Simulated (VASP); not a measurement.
These are r2SCAN meta-GGA, VASP's PBE PAW potentials (set 64) (plane waves; VASP) values and carry that method's errors.

The input files of a VASP run:

**KPOINTS_OPT**
```
k-points along high-symmetry lines
10
Line-mode
Reciprocal
  0.000000   0.000000   0.000000 ! GAMMA
  0.000000   0.500000   0.000000 ! X

  0.000000   0.500000   0.000000 ! X
  0.500000   0.500000   0.000000 ! M

  0.500000   0.500000   0.000000 ! M
  0.000000   0.000000   0.000000 ! GAMMA

  0.000000   0.000000   0.000000 ! GAMMA
  0.500000   0.500000   0.500000 ! R

  0.500000   0.500000   0.500000 ! R
  0.000000   0.500000   0.000000 ! X

  0.500000   0.500000   0.500000 ! R
  0.500000   0.500000   0.000000 ! M
```

### INCAR
```
ENCUT = 520
METAGGA = R2SCAN
NELM = 100
SYSTEM = KZnF3
ISIF = 2
ISMEAR = -5   # tetrahedra, Bloechl
LORBIT = 11   # lm-projected
LREAL = .False.   # projection in real space or not
LASPH = .True.
NEDOS = 601   # DOS grid
LMIXTAU = .True.
LWAVE = .False.
LMAXMIX = 4   # l cut-off of mixed one-centre charges
ALGO = Normal
EDIFF = 1E-7
LEFG = .True.
LCHARG = .False.
PREC = Accurate
```

POSCAR:
```
KZnF3
1
    4.0500000000     0.0000000000     0.0000000000
    0.0000000000     4.0500000000     0.0000000000
    0.0000000000     0.0000000000     4.0500000000
K Zn F
1 1 3
Direct
  0.0000000000   0.0000000000   0.0000000000
  0.5000000000   0.5000000000   0.5000000000
  0.5000000000   0.0000000000   0.5000000000
  0.0000000000   0.5000000000   0.5000000000
  0.5000000000   0.5000000000   0.0000000000
```

KPOINTS:
```
Automatic mesh
0
Gamma
6 6 6
0 0 0
```

POTCAR, in this order: K_sv Zn F (PBE.64 set). Program: vasp_std.

Task: What will the output report for the number of irreducible k-points (NKPTS), largest plane-wave count, number of space-group operations, FFT grid (NGX, NGY, NGZ)?

Result: 
The number of irreducible k-points (NKPTS) comes out as 20 and the largest plane-wave count comes out as 1811. The number of space-group operations is 48. The FFT grid (NGX, NGY, NGZ) is 30 × 30 × 30.

The compound is KZnF3 in the cubic perovskite structure. The cell was not relaxed at this level.
